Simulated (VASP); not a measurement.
Here is a VASP 6.6.1 calculation.

POSCAR

```
GaAs
1.0
    0.0000000000      2.8332037286      2.8332037286
    2.8332037286      0.0000000000      2.8332037286
    2.8332037286      2.8332037286      0.0000000000
Ga As
1 1
Direct
    0.0000000000      0.0000000000      0.0000000000
    0.2500000000      0.2500000000      0.2500000000
```

The input INCAR.step1:

```
SYSTEM = GaAs
PREC     = Accurate       ! precision mode
ENCUT    = 520            ! plane-wave cutoff, eV
ISMEAR   = 0              ! smearing method
SIGMA    = 0.02           ! smearing width, eV
LREAL    = .FALSE.        ! projectors in reciprocal space
LASPH    = .TRUE.         ! aspherical terms in the spheres
NELM     = 100            ! most SCF steps
NBANDS   = 16             ! bands
GGA      = PE             ! functional
ALGO     = Normal         ! electronic algorithm
EDIFF    = 1E-4           ! SCF threshold, eV
LWAVE    = .TRUE.         ! write WAVECAR
LCHARG   = .FALSE.        ! write CHGCAR
```

File INCAR.step2:

```
SYSTEM = GaAs
PREC     = Accurate       ! precision mode
ENCUT    = 520            ! plane-wave cutoff, eV
EDIFF    = 1E-6           ! SCF threshold, eV
ISMEAR   = 0              ! smearing method
SIGMA    = 0.02           ! smearing width, eV
LREAL    = .FALSE.        ! projectors in reciprocal space
LASPH    = .TRUE.         ! aspherical terms in the spheres
NELM     = 100            ! most SCF steps
ALGO     = Normal         ! electronic algorithm
ISIF     = 2              ! what is computed and relaxed
LWAVE    = .FALSE.        ! write WAVECAR
LCHARG   = .FALSE.        ! write CHGCAR
METAGGA  = R2SCAN         ! meta-GGA
LMIXTAU  = .TRUE.       
NBANDS   = 16             ! bands
ISTART   = 1
```

File KPOINTS:

```
regular mesh
0
G
  8 8 8
  0 0 0
```

Potentials or basis: VASP PAW PBE potentials, release 64 (Ga_d, As).

Launch:

```bash
$ cat potpaw_PBE.64/Ga_d/POTCAR potpaw_PBE.64/As/POTCAR > POTCAR
$ cp INCAR.step1 INCAR
$ mpirun -np 1 vasp_std > vasp.out
$ cp INCAR.step2 INCAR
$ mpirun -np 1 vasp_std > vasp.out
```

(1) Predict the pressure.

(2) Predict the band gap on the k mesh.

Results:

(1) 0.1 GPa.

(2) 0.94 eV, direct.

Caveat: the PAW data sets were made with another functional, which shifts forces and pressure a little.

**The experiment to reproduce.**

From “Evidence of valence band perturbations in GaAsN/GaAs(001): A combined variable-angle spectroscopic ellipsometry and modulated photoreflectance investigation”, 2008, arxiv:0805.2212, for a bulk crystal of GaAs at 300 K: band gap 1.418 ± 0.005 eV (direct).

A measured gap of GaAs is 1.418 eV (direct; 300 K; “Evidence of valence band perturbations in GaAsN/GaAs(001): A combined variable-angle spectroscopic ellipsometry and modulated photoreflectance investigation”, 2008, arxiv:0805.2212); the calculated 0.94 eV misses it by -0.48 eV. 3 values of this kind are on record (1.412 to 1.51 eV); this one was drawn at random among those near their median, those with a stated uncertainty first. Spin-orbit coupling on As, Ga is left out. The value is that of r2SCAN on a finite k mesh, which can miss the band edges, without temperature or zero-point motion.
